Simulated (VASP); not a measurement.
Given:

```xyz
3
Lattice="0.0000 2.7385 2.7385 2.7385 0.0000 2.7385 2.7385 2.7385 0.0000" Properties=species:S:1:pos:R:3 pbc="T T T"
Cd     0.0000     0.0000     0.0000
F      1.3692     1.3692     1.3692
F      4.1077     4.1077     4.1077
```

Calculation: PW91 GGA, VASP's PBE PAW potentials (set 64) (plane waves; VASP). Settings: 520 eV cut-off, Gaussian smearing of 0.050 eV, potentials Cd F.

### Question
Give the energies of bands 3 to 14 at the high-symmetry points, in eV from the valence-band maximum.

### Answer

```json
[
 {"band": "3", "Γ": "-5.48", "X": "-5.23", "U": "-5.07", "L": "-5.19", "W": "-4.94"},
 {"band": "4", "Γ": "-5.48", "X": "-4.67", "U": "-4.77", "L": "-5.19", "W": "-4.66"},
 {"band": "5", "Γ": "-5.48", "X": "-4.67", "U": "-4.52", "L": "-4.40", "W": "-4.62"},
 {"band": "6", "Γ": "-4.47", "X": "-4.37", "U": "-4.50", "L": "-4.40", "W": "-4.53"},
 {"band": "7", "Γ": "-4.47", "X": "-4.22", "U": "-4.41", "L": "-4.24", "W": "-4.53"},
 {"band": "8", "Γ": "-0.86", "X": "-3.02", "U": "-3.22", "L": "-2.58", "W": "-3.32"},
 {"band": "9", "Γ": "-0.86", "X": "-2.71", "U": "-2.33", "L": "-2.06", "W": "-2.47"},
 {"band": "10", "Γ": "-0.86", "X": "-2.71", "U": "-2.21", "L": "-1.66", "W": "-1.43"},
 {"band": "11", "Γ": "-0.55", "X": "-0.41", "U": "-0.85", "L": "-1.66", "W": "-1.43"},
 {"band": "12", "Γ": "-0.55", "X": "-0.08", "U": "-0.29", "L": "-0.42", "W": "-0.50"},
 {"band": "13", "Γ": "-0.55", "X": "-0.08", "U": "-0.20", "L": "-0.42", "W": "0.00"},
 {"band": "14", "Γ": "2.92", "X": "7.61", "U": "7.56", "L": "6.81", "W": "7.66"}
]
```

The gap is indirect, 2.92 eV, from the valence maximum at W to the conduction minimum at Γ.

Measured: gap 7.80 eV (computed value off by -4.88 eV), as given by Giancarlo Cappellini et al., Physical Review B (2013), arXiv:1302.2571.

The compound is CdF2 in the fluorite structure. It was relaxed first.
